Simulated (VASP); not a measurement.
Here is the system:

```yaml
crystal:
  lattice:
    - [0.00000, 2.47554, 2.47554]
    - [2.47554, 0.00000, 2.47554]
    - [2.47554, 2.47554, 0.00000]
  atoms:
    - { symbol: Hf, position: [0.00000, 0.00000, 0.00000] }
    - { symbol: O, position: [0.25000, 0.25000, 0.25000] }
    - { symbol: O, position: [0.75000, 0.75000, 0.75000] }
```

Computed with r2SCAN meta-GGA, VASP's PBE PAW potentials (set 64) (plane waves; VASP). Numerical set-up: 600 eV cut-off, 8×8×8 Γ-centred mesh, Gaussian smearing of 0.050 eV, potentials Hf_pv O.

Unless said otherwise, spin-orbit coupling is left out, though it shifts the bands of the heavy elements here.

Q: Predict the energy per atom (σ→0), pressure, band gap (on the k-mesh) with the smallest direct gap where there is one.

A: 
```
Item                                          Result
-----------------------------------  ---------------
band gap (on the k-mesh)                     4.51 eV
smallest direct gap (on the k-mesh)          4.51 eV
energy per atom (σ→0)                -22.829 eV/atom
pressure                                   15.00 GPa
```

The compound is HfO2 in the fluorite structure, the high-temperature cubic form, which is unstable at 0 K; the monoclinic form is the stable one. It was relaxed first under an external pressure of 15 GPa.
